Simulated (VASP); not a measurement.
## Tl8Pd8F23 (a cell with a defect): single point with LDA

Tl8Pd8F23 (a cell with a defect):

```
CELL_PARAMETERS angstrom
8.54266 0.00000 0.00000
0.03250 8.54274 0.00000
0.00685 0.06765 8.54414
ATOMIC_POSITIONS crystal
Tl 0.51395 0.50675 0.52669
Tl 0.51830 0.46248 0.00348
Tl 0.50116 0.96554 0.52630
Tl 0.50907 0.01689 0.97931
Tl 0.99230 0.48969 0.42770
Tl 0.02012 0.49427 0.01184
Tl 0.08453 0.96987 0.43449
Tl 0.99884 0.94592 0.96590
Pd 0.28047 0.23361 0.22810
Pd 0.26116 0.24783 0.73975
Pd 0.28298 0.72541 0.22139
Pd 0.29473 0.73540 0.76225
Pd 0.78241 0.22544 0.20698
Pd 0.78491 0.23010 0.74668
Pd 0.76824 0.74911 0.22665
Pd 0.81436 0.69795 0.79238
F 0.02817 0.15600 0.19892
F 0.29461 0.16322 0.51289
F 0.28446 0.49027 0.25709
F 0.02208 0.24913 0.74587
F 0.27932 0.30048 0.99022
F 0.27719 0.47596 0.74799
F 0.01095 0.69372 0.21947
F 0.35348 0.70112 0.48525
F 0.28245 0.96303 0.22049
F 0.07048 0.66966 0.75215
F 0.25246 0.73490 0.99816
F 0.26163 0.01237 0.77643
F 0.51392 0.29209 0.26697
F 0.81296 0.17807 0.45220
F 0.76016 0.48674 0.29442
F 0.49293 0.25679 0.69435
F 0.80113 0.25026 0.98883
F 0.80825 0.46843 0.73704
F 0.53678 0.73655 0.21926
F 0.78463 0.75024 0.49319
F 0.75042 0.98892 0.20014
F 0.53630 0.73824 0.78051
F 0.78145 0.97755 0.76619
```

```yaml
Program: VASP 6.6.1
Task: single point
Functional: LDA
Potentials_or_basis: VASP PAW LDA potentials, release 64 (Tl_d, Pd, F)
Cutoff: 520 eV
k_mesh: 1 × 1 × 1
Occupations: fermi-dirac, width 0.05 eV
Spin: no spin polarisation
```

The pressure is -2.5 GPa. The largest force is 4.904 eV/Å. The band gap on the k mesh is none (metal or under the smearing width).

Forces on the atoms (eV/Å):
```
Tl   1.539 -1.122 -0.046
Tl   0.332  0.430  0.102
Tl   0.990 -0.096 -0.057
Tl   0.062 -0.199  0.017
Tl   0.466 -0.335  1.159
Tl   0.039 -0.409 -0.606
Tl  -0.871 -0.074  0.431
Tl   0.026  0.075 -0.031
Pd  -0.196 -0.613  1.367
Pd   0.021 -0.592  0.404
Pd   0.651 -0.701  3.260
Pd   0.377 -0.913 -1.141
Pd  -0.200  0.324  4.889
Pd  -0.670 -0.674 -2.002
Pd   0.192 -1.544  0.862
Pd  -0.718  1.382 -1.297
F    0.622  0.740 -0.032
F   -1.041  1.040 -1.119
F   -0.210 -0.190 -0.745
F    0.839 -0.386  0.518
F   -0.388 -0.682 -0.474
F    0.437  0.959 -0.466
F    0.254  1.342  0.249
F   -2.046  1.709 -0.432
F    0.419  0.626 -0.650
F   -1.032  0.920  0.155
F   -0.152  0.093 -1.209
F    0.149 -0.702 -0.114
F    0.224 -0.745 -0.817
F   -0.497  0.588 -0.196
F   -0.118  0.241 -1.558
F    1.082 -0.540  1.253
F   -0.495  0.336 -1.851
F   -0.189 -0.384  0.293
F   -0.591  0.533 -0.156
F    0.167 -0.351 -0.125
F    0.247 -0.608 -0.592
F    0.334  0.339  0.349
F   -0.056  0.183  0.406
```

Stress tensor (GPa, compression positive):
```
-2.68 -0.18  0.28
-0.18 -1.82 -0.27
 0.28 -0.27 -2.92
```

Levels at points of the mesh, in eV from the Fermi level:
```csv
k point,band 169,band 170,band 171,band 172,band 173,band 174,band 175,band 176
"(0.00, 0.00, 0.00)",-0.34,-0.24,-0.17,-0.13,0.03,0.05,0.32,0.90
```

It took 2.3 min on 1 thread of Intel(R) Xeon(R) 6975P-C (Granite Rapids), with other jobs on the host, peak memory 0.42 GiB.

Caveat: an odd number of electrons without spin polarisation forces a metal; a magnetic or distorted state may lie lower. Spin-orbit coupling is left out, which matters for the levels of Tl.
